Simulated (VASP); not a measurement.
Here is the system:

```
CELL_PARAMETERS angstrom
     -1.62298     1.62298     1.62298
      1.62298    -1.62298     1.62298
      1.62298     1.62298    -1.62298
ATOMIC_POSITIONS crystal
  W  0.00000 0.00000 0.00000
```

All values below come from vdW-DF2, VASP's PBE PAW potentials (set 64) (plane waves; VASP). Numerical set-up: 520 eV cut-off, 16×16×16 Γ-centred mesh, first-order Methfessel-Paxton smearing of 0.10 eV, potentials W_sv.

Unless said otherwise, spin-orbit coupling is left out, though it shifts the bands of the heavy elements here.

### Question
Estimate the energy per atom (σ→0), band gap (on the k-mesh) with the smallest direct gap where there is one.

### Answer

The band gap (on the k-mesh) comes out as none (metal, semimetal or under 0.01 eV). The energy per atom (σ→0) is -815.6 kJ/mol of atoms.

Only differences to runs with the same potentials and settings are physical.

The compound is W in the bcc structure. It was relaxed first, which changed the volume by +8 %.
